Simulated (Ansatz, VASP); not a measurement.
# TiO (amorphous TiO1.00): VASP beside Ansatz, part 2 of 2

Wanted: the spread between two codes on one cell, functional and k mesh. Of the first pair: The structure shown is the start of the Ansatz relaxation below; VASP solves that cell, so the two are compared at the walk's first step.

VASP 6.6.1 and Ansatz 0.2.0.

So far: Set-up; Ansatz: relaxation, PBE.

## Step 3: VASP: single point, PBE, start cell, pair 1

Level of this step: PBE, no spin polarisation; plane waves and PAW (Ti_sv, O) (VASP).

The same cell, functional, mesh and smearing now go to VASP, with its own data sets.

Lines of VASP's logs that name or quote its potential files are left out, and so is its time.

File INCAR:

```
SYSTEM = TiO
PREC = Accurate
ENCUT = 520
EDIFF = 1E-06
NELM = 120
ISMEAR = -1
SIGMA = 0.1
LREAL = Auto
ALGO = Normal
GGA = PE
NBANDS = 256
LASPH = .TRUE.
LORBIT = 11
LWAVE = .FALSE.
LCHARG = .FALSE.
ISIF = 2
GGA_COMPAT = .FALSE.
NCORE = 2
```

File POSCAR:

```
TiO
1.0
    8.2096400000      0.0000000000      0.0000000000
    0.0000000000      8.2096400000      0.0000000000
    0.0000000000      0.0000000000      8.2096400000
Ti O
24 24
Direct
    0.2464419877      0.6746824465      0.1458407433
    0.6891532394      0.6487616997      0.5598905677
    0.4701058755      0.0996998650      0.1106138637
    0.5821448931      0.0109383603      0.7514945844
    0.9366671377      0.0010962722      0.7072660921
    0.5704025999      0.8079038789      0.2688059403
    0.7367314523      0.3516962985      0.8332643088
    0.8145058736      0.1304076671      0.0765076179
    0.2936791382      0.6163851277      0.7707889749
    0.2145282863      0.2717780560      0.6373117457
    0.8694656526      0.0609770952      0.3952670275
    0.1902763093      0.9273610049      0.9447430094
    0.5369419366      0.7423833445      0.9459245472
    0.3611729625      0.5267344244      0.4092505883
    0.8815855506      0.6603821848      0.9111605381
    0.4144274292      0.4022466271      0.0033862630
    0.2990021487      0.9036693448      0.5495977899
    0.7283876029      0.4855633134      0.1988515940
    0.9335366715      0.7559283964      0.2702919982
    0.5163563810      0.2086449589      0.4390570110
    0.0531692011      0.3601497751      0.0268343070
    0.0487353891      0.6408929015      0.5594398780
    0.1861591982      0.2296446616      0.2918641987
    0.8530702930      0.3711855818      0.4784253634
    0.1061678709      0.0765441603      0.5074156723
    0.2306191258      0.1504329057      0.0681759492
    0.9867789574      0.5777354427      0.1156323542
    0.2513508510      0.4353784088      0.1893871108
    0.1016853358      0.4133676994      0.4782791937
    0.4027338592      0.1271066697      0.6324028825
    0.3845479217      0.8701721391      0.1097246651
    0.9657183506      0.9677160022      0.1726141463
    0.4737844778      0.7317251426      0.4822744968
    0.3756559362      0.8546659780      0.7833108395
    0.6292115123      0.2998669856      0.0595641222
    0.8562494823      0.5174770148      0.6944397075
    0.2296690232      0.3867648277      0.8419248591
    0.7338080598      0.7223946482      0.1065698374
    0.9161059437      0.2816566865      0.2472215590
    0.1702876131      0.7279490940      0.3729883405
    0.8842653271      0.8296953338      0.5053571168
    0.7476698126      0.1675225710      0.6079803743
    0.7297640335      0.8210469643      0.7853815758
    0.5395729898      0.5266004356      0.7987439157
    0.0697350919      0.7722384904      0.7860758815
    0.6496143558      0.0532179243      0.2772837786
    0.6066526669      0.4421265732      0.4340507014
    0.9379583027      0.2042720509      0.8730711700
```

File KPOINTS:

```
Automatic mesh
0
Gamma
1 1 1
0 0 0
```

The projector-augmented-wave data sets are Ti_sv and O (PBE family, release 64).

On the command line:

```
mpirun -np 8 vasp_gam
```

Numbers of over 12 decimals in the logs are rounded to 6 here.

Output:

```text
[banner, memory and clock lines left out]
running    8 mpi-ranks, on    1 nodes
[...]
LDA part: xc-table for (Slater+PW92), standard interpolation
 POSCAR, INCAR and KPOINTS ok, starting setup
[...]
entering main loop
       N       E                     dE             d eps       ncg     rms          rms(c)
DAV:   1     0.906243304118E+04    0.90624E+04   -0.23100E+05   512   0.229E+03
DAV:   2     0.169082223294E+04   -0.73716E+04   -0.71770E+04   512   0.739E+02
DAV:   3    -0.180125850633E+03   -0.18709E+04   -0.17872E+04   648   0.303E+02
DAV:   4    -0.472875087036E+03   -0.29275E+03   -0.28498E+03   688   0.115E+02
[...]
DAV:  25    -0.414962175446E+03    0.45019E-05   -0.68041E-05   744   0.361E-02    0.145E-02
DAV:  26    -0.414962175319E+03    0.12739E-06   -0.20420E-05   688   0.207E-02    0.102E-02
DAV:  27    -0.414962174646E+03    0.67244E-06   -0.79130E-06   600   0.117E-02
   1 F= -.41496217E+03 E0= -.41438997E+03  d E =-.114442E+01
```

From OUTCAR (step 3):

```text
  Total      -14.1520566    -15.7212520     -1.3027657     -2.5320057     -7.0411207     15.8507335
  in kB      -40.9786642    -45.5224233     -3.7722856     -7.3316701    -20.3882540     45.8973495
  external PRESSURE =     -30.0911244 kB  Pullay stress =       0.0000000 kB

 POSITION                                       TOTAL-FORCE (eV/Angst)
 -----------------------------------------------------------------------------------
      2.02320      5.53890      1.19730        -0.261315     -0.235331     -0.659868
      5.65770      5.32610      4.59650         0.748287      0.393533     -0.514181
      3.85940      0.81850      0.90810         0.324466     -0.329749     -0.184559
      4.77920      0.08980      6.16950        -0.065334      0.575952      0.160858
      7.68970      0.00900      5.80640        -0.014578     -0.538060      0.347377
      4.68280      6.63260      2.20680        -0.047216      0.449153      0.465785
      6.04830      2.88730      6.84080        -0.630184      0.126603      0.435650
      6.68680      1.07060      0.62810        -0.673450     -0.335760     -0.522500
      2.41100      5.06030      6.32790        -0.453286      0.629648      0.833287
      1.76120      2.23120      5.23210         0.196207     -0.460043      0.121870
      7.13800      0.50060      3.24500         0.126480     -0.046463     -0.214375
      1.56210      7.61330      7.75600         0.116765     -0.177957     -0.008654
      4.40810      6.09470      7.76570         0.476695     -0.334041      0.190886
      2.96510      4.32430      3.35980        -0.132517     -0.116458      0.719449
[...]
-----------------------------------------------------------------------------------
    total drift:                               -0.015560      0.008240      0.001778

  FREE ENERGIE OF THE ION-ELECTRON SYSTEM (eV)
  ---------------------------------------------------
  free  energy   TOTEN  =      -414.9621746462 eV

  energy  without entropy=     -413.8177577740  energy(sigma->0) =     -414.38996621

[... 3 further parts left out ...]
[key lines of the parts left out:]
E-fermi :   8.9338
```

This run has no spin polarisation, so a moment on Ti, if there is one, isn't seen.

## Step 4: Differences

Known differences besides the potentials themselves: the cutoff is 420 eV in Ansatz and 520 eV in VASP (PREC = Accurate, projectors in real space). Total energies have different zeros and are not compared.

Forces on 9 of the 48 atoms, those with the largest forces and the largest differences (eV/Å; atoms numbered as in POSCAR):

| atom | Ansatz x, y, z | VASP x, y, z |
| --- | --- | --- |
| Ti2 | 0.741, 0.374, -0.539 | 0.748, 0.394, -0.514 |
| Ti8 | -0.644, -0.315, -0.515 | -0.673, -0.336, -0.522 |
| Ti9 | -0.447, 0.629, 0.846 | -0.453, 0.630, 0.833 |
| Ti22 | 0.141, -0.239, 1.174 | 0.136, -0.246, 1.205 |
| Ti23 | 0.052, -0.469, 1.082 | 0.048, -0.498, 1.144 |
| O25 | -0.147, 0.168, -0.839 | -0.147, 0.164, -0.845 |
| O32 | -0.155, 0.160, 0.383 | -0.111, 0.172, 0.346 |
| O47 | 0.102, -0.974, 0.019 | 0.095, -0.970, 0.015 |
| O48 | 0.203, 0.071, -0.327 | 0.226, 0.039, -0.360 |

The forces differ by 17 meV/Å r.m.s., which is 4.4 % of the r.m.s. force of 0.378 eV/Å (both taken over all components).

## Step 5: Ansatz: relaxation, PBE

This run makes the geometry at which the two programs are then compared. The cell compared in this pair holds 537.21 Å³, against 553.31 Å³ for the pair before.

The structure compared here is the end of the Ansatz relaxation.

File input.yaml:

```yaml
crystal:
  lattice:
    - [8.20964, 0.0, 0.0]
    - [0.0, 8.20964, 0.0]
    - [0.0, 0.0, 8.20964]
  atoms:
    - { symbol: Ti, position: [0.24644, 0.67468, 0.14584] }
    - { symbol: Ti, position: [0.68915, 0.64876, 0.55989] }
    - { symbol: Ti, position: [0.47011, 0.0997, 0.11061] }
    - { symbol: Ti, position: [0.58214, 0.01094, 0.7515] }
    - { symbol: Ti, position: [0.93667, 0.0011, 0.70726] }
    - { symbol: Ti, position: [0.5704, 0.80791, 0.2688] }
    - { symbol: Ti, position: [0.73673, 0.3517, 0.83327] }
    - { symbol: Ti, position: [0.81451, 0.13041, 0.07651] }
    - { symbol: Ti, position: [0.29368, 0.61639, 0.77079] }
    - { symbol: Ti, position: [0.21453, 0.27178, 0.63731] }
    - { symbol: Ti, position: [0.86947, 0.06098, 0.39527] }
    - { symbol: Ti, position: [0.19028, 0.92736, 0.94474] }
    - { symbol: Ti, position: [0.53694, 0.74238, 0.94593] }
    - { symbol: Ti, position: [0.36117, 0.52673, 0.40925] }
    - { symbol: Ti, position: [0.88158, 0.66038, 0.91116] }
    - { symbol: Ti, position: [0.41443, 0.40225, 0.00339] }
    - { symbol: Ti, position: [0.299, 0.90367, 0.5496] }
    - { symbol: Ti, position: [0.72839, 0.48556, 0.19885] }
    - { symbol: Ti, position: [0.93354, 0.75593, 0.27029] }
    - { symbol: Ti, position: [0.51636, 0.20865, 0.43906] }
    - { symbol: Ti, position: [0.05317, 0.36015, 0.02684] }
    - { symbol: Ti, position: [0.04873, 0.64089, 0.55944] }
    - { symbol: Ti, position: [0.18616, 0.22965, 0.29187] }
    - { symbol: Ti, position: [0.85307, 0.37119, 0.47842] }
    - { symbol: O, position: [0.10617, 0.07655, 0.50742] }
    - { symbol: O, position: [0.23062, 0.15043, 0.06818] }
    - { symbol: O, position: [0.98678, 0.57773, 0.11563] }
    - { symbol: O, position: [0.25135, 0.43538, 0.18939] }
    - { symbol: O, position: [0.10168, 0.41337, 0.47828] }
    - { symbol: O, position: [0.40273, 0.12711, 0.6324] }
    - { symbol: O, position: [0.38455, 0.87017, 0.10972] }
    - { symbol: O, position: [0.96572, 0.96772, 0.17262] }
    - { symbol: O, position: [0.47379, 0.73172, 0.48228] }
    - { symbol: O, position: [0.37565, 0.85466, 0.78331] }
    - { symbol: O, position: [0.62921, 0.29987, 0.05957] }
    - { symbol: O, position: [0.85625, 0.51748, 0.69444] }
    - { symbol: O, position: [0.22967, 0.38676, 0.84192] }
    - { symbol: O, position: [0.73381, 0.7224, 0.10657] }
    - { symbol: O, position: [0.9161, 0.28166, 0.24722] }
    - { symbol: O, position: [0.17029, 0.72795, 0.37299] }
    - { symbol: O, position: [0.88427, 0.8297, 0.50536] }
    - { symbol: O, position: [0.74767, 0.16752, 0.60798] }
    - { symbol: O, position: [0.72977, 0.82105, 0.78538] }
    - { symbol: O, position: [0.53957, 0.5266, 0.79874] }
    - { symbol: O, position: [0.06973, 0.77224, 0.78607] }
    - { symbol: O, position: [0.64962, 0.05322, 0.27728] }
    - { symbol: O, position: [0.60665, 0.44213, 0.43405] }
    - { symbol: O, position: [0.93796, 0.20427, 0.87307] }
kpoints:
  mp_grid: { grid: [1, 1, 1] }
hamiltonian:
  xc: pbe
scf:
  occupations: { method: fermi_dirac, width: 0.1 }
output:
  forces: true
relax:
  f_tol: 0.04
  max_steps: 250
  cell: {}
```

On the command line:

```
ansatz run input.yaml --threads 4 --pin off --max-ram 8192MiB --backend cpu --events-out ev --progress --plain --runs-dir out
```

Output:

```text
[...]
Crystal: 48 atoms, lattice volume = 553.315 Å³
Basis set: ecut = 420 eV, 10827 PW (Γ), exchange–correlation on 120×120×120 points (8 copies of the dense FFT grid, shifted against one another)
Bands: 264, of which v1, the nominal top of the filled ones, is band 216 counted from 1 (215 counted from 0)
Symmetry: 1 space group operations
[...]
k-points: 1
[...]
- { symbol: O, position: [0.407551, 0.117990, 0.632555] }
    - { symbol: O, position: [0.385477, 0.860948, 0.113237] }
    - { symbol: O, position: [1.020936, 0.990960, 0.223685] }
[...]
- { symbol: O, position: [0.086514, 0.793289, 0.760640] }
    - { symbol: O, position: [0.651983, 0.060559, 0.246157] }
    - { symbol: O, position: [0.589996, 0.401577, 0.381879] }
    - { symbol: O, position: [0.901100, 0.215461, 0.892855] }
[key lines of the parts left out:]
SCF converged after 9 iterations
Free energy (F): -73662.316772 eV
Fermi energy:    14.071048 eV
P = ⅓ Tr σ = 0.0017 GPa (0.017 kbar)
```

## Step 6: VASP: single point, PBE, relaxed cell, pair 2

The same cell, functional, mesh and smearing now go to VASP, with its own data sets.

INCAR, as its differences from that of step 3:

```diff
@@ -2,3 +2,3 @@
 PREC = Accurate
-ENCUT = 520
+ENCUT = 600
 EDIFF = 1E-06
```

File POSCAR:

```
TiO
1.0
    7.9297710000     -0.0423600000      0.2509590000
   -0.0423600000      8.0374980000      0.0182220000
    0.2509590000      0.0182220000      8.4369160000
Ti O
24 24
Direct
    0.2386900000      0.6587300000      0.1360300000
    0.6974800000      0.7149300000      0.5687700000
    0.4831700000      0.1031600000      0.0823800000
    0.5823800000      0.0198400000      0.7622000000
    0.9294000000      0.0012100000      0.7251000000
    0.5642200000      0.8244800000      0.2871200000
    0.7212700000      0.3854300000      0.8445800000
    0.8396100000      0.0597100000      0.0630900000
    0.2711900000      0.6215000000      0.8039900000
    0.2190100000      0.2592600000      0.6308100000
    0.8474300000      0.0540200000      0.3926100000
    0.2115900000      0.9370400000      0.9426400000
    0.5604500000      0.7372800000      0.9536800000
    0.3553300000      0.5011000000      0.4110500000
    0.9309300000      0.7168100000      0.9418300000
    0.3808400000      0.3857500000      0.9827800000
    0.3090900000      0.8906600000      0.5519600000
    0.7194500000      0.5099300000      0.1695200000
    0.9373000000      0.7571700000      0.2955000000
    0.5310100000      0.1695200000      0.4346200000
    0.0433600000      0.3736500000      0.0241700000
    0.0487200000      0.6226200000      0.5688000000
    0.1637000000      0.1961500000      0.2989800000
    0.8357200000      0.3772000000      0.4533000000
    0.1067800000      0.0773600000      0.5197400000
    0.2392300000      0.1659500000      0.0489700000
    0.9812900000      0.5772700000      0.1421900000
    0.2676100000      0.4169900000      0.2054600000
    0.0951800000      0.3943800000      0.4733000000
    0.4075500000      0.1179900000      0.6325600000
    0.3854800000      0.8609500000      0.1132400000
    0.0209400000      0.9909600000      0.2236900000
    0.4786800000      0.7063200000      0.4805800000
    0.3964100000      0.8409100000      0.7809600000
    0.6056500000      0.3276300000      0.0620500000
    0.8254500000      0.5160200000      0.6580100000
    0.1991700000      0.3778400000      0.8216000000
    0.7495400000      0.7753500000      0.1129700000
    0.8990100000      0.2780800000      0.2249300000
    0.1825700000      0.7214400000      0.3807200000
    0.9038900000      0.8417200000      0.5230500000
    0.7510300000      0.1715100000      0.6046900000
    0.7435600000      0.8149700000      0.7877700000
    0.5163200000      0.5251400000      0.8122500000
    0.0865100000      0.7932900000      0.7606400000
    0.6519800000      0.0605600000      0.2461600000
    0.5900000000      0.4015800000      0.3818800000
    0.9011000000      0.2154600000      0.8928500000
```

KPOINTS is that of step 3.

On the command line:

```
mpirun -np 8 vasp_gam
```

Output:

```text
[... set-up lines as in an earlier step ...]
 entering main loop
       N       E                     dE             d eps       ncg     rms          rms(c)
DAV:   1     0.962497840423E+04    0.96250E+04   -0.24980E+05   512   0.253E+03
DAV:   2     0.184722007737E+04   -0.77778E+04   -0.75810E+04   520   0.797E+02
DAV:   3    -0.138349109208E+03   -0.19856E+04   -0.18974E+04   640   0.320E+02
DAV:   4    -0.475883166348E+03   -0.33753E+03   -0.32682E+03   712   0.124E+02
[...]
DAV:  24    -0.418769196201E+03    0.15352E-05   -0.51515E-05   736   0.346E-02    0.190E-02
DAV:  25    -0.418769193992E+03    0.22092E-05   -0.27207E-05   680   0.227E-02    0.839E-03
DAV:  26    -0.418769194555E+03   -0.56304E-06   -0.78996E-06   528   0.131E-02
   1 F= -.41876919E+03 E0= -.41838781E+03  d E =-.762768E+00
```

From OUTCAR (step 6):

```text
  Total        1.1518076      1.1790706      1.2655329      0.0802680     -0.0574433     -0.0419450
  in kB        3.4351760      3.5164857      3.7743527      0.2393929     -0.1713200     -0.1250978
  external PRESSURE =       3.5753381 kB  Pullay stress =       0.0000000 kB

 POSITION                                       TOTAL-FORCE (eV/Angst)
 -----------------------------------------------------------------------------------
      1.89899      5.28691      1.21958        -0.004444      0.008958     -0.016005
      5.64331      5.72707      4.98673        -0.014751     -0.021473      0.006831
      3.84773      0.81018      0.81817         0.010415     -0.018990     -0.008678
      4.80858      0.14868      6.57713         0.021134      0.025313      0.020982
      7.55185     -0.01643      6.35087         0.020957      0.028726     -0.000843
      4.51127      6.60809      2.57903        -0.004524     -0.002924     -0.008510
      5.91513      3.08273      7.31368         0.011709     -0.004523     -0.023292
      6.67122      0.44550      0.74408        -0.009694     -0.035691     -0.006229
      2.32592      4.99847      6.86258        -0.009320     -0.004454     -0.010526
      1.88402      2.08602      5.38178        -0.013246      0.018428     -0.005643
      6.81617      0.40544      3.52607        -0.003166      0.020980      0.031528
      1.87473      7.53967      8.02315        -0.032224     -0.002811      0.002951
      4.65234      5.91952      8.20020        -0.005317     -0.010691      0.017016
      2.89962      4.02003      3.56630        -0.011937     -0.003998      0.026760
[...]
-----------------------------------------------------------------------------------
    total drift:                               -0.008826     -0.021846      0.001447

  FREE ENERGIE OF THE ION-ELECTRON SYSTEM (eV)
  ---------------------------------------------------
  free  energy   TOTEN  =      -418.7691945546 eV

  energy  without entropy=     -418.0064260714  energy(sigma->0) =     -418.38781031

[... 1 part as in an earlier step ...]

[... 2 further parts left out ...]
[key lines of the parts left out:]
E-fermi :   9.1475
```

The run ends at a pressure of 0.36 GPa, with forces up to 0.062 eV/Å.

## Step 7: Differences

What differs besides the data sets and the points named for the pairs above, as far as they apply: the cutoff is 420 eV in Ansatz and 600 eV in VASP (PREC = Accurate, projectors in real space); Ansatz's pressure holds a Pulay correction, VASP's none. Total energies have different zeros and are not compared.

Both answers:

| quantity | Ansatz | VASP | difference |
| --- | --- | --- | --- |
| pressure (GPa) | 0.00 | 0.36 | -0.36 |

At this near-relaxed geometry the largest component of a force difference is 47 meV/Å.

## Step 8: What came out

```json
{"r.m.s. force difference (single point, PBE, start cell, pair 1)": "4.4 % of the r.m.s. force", "r.m.s. force difference (single point, PBE, relaxed cell, pair 2)": "16 meV/Å"}
```

The r.m.s. force difference is 4.4 % of the r.m.s. force (single point, PBE, start cell, pair 1), beyond the 3 % picked in this series as the mark of a large difference. What causes the difference of the single point, PBE, start cell, pair 1 pair stays open here. What causes the difference of the single point, PBE, relaxed cell, pair 2 pair stays open here. How closely two codes agree says nothing of how well the functional describes the real material.

[Lines on the potential files, build, host, timing and source positions are cut from VASP's logs without a mark.]

[Logs are printed without paths, hosts, clocks, repeated set-up lines and the standing remarks that a program may print on its own settings, such as how far it seeks lower states.]

[Hosts, paths, dates, database ids (printed as entryN), source tags and the programs' standing remarks are cut or masked in the printed files.]
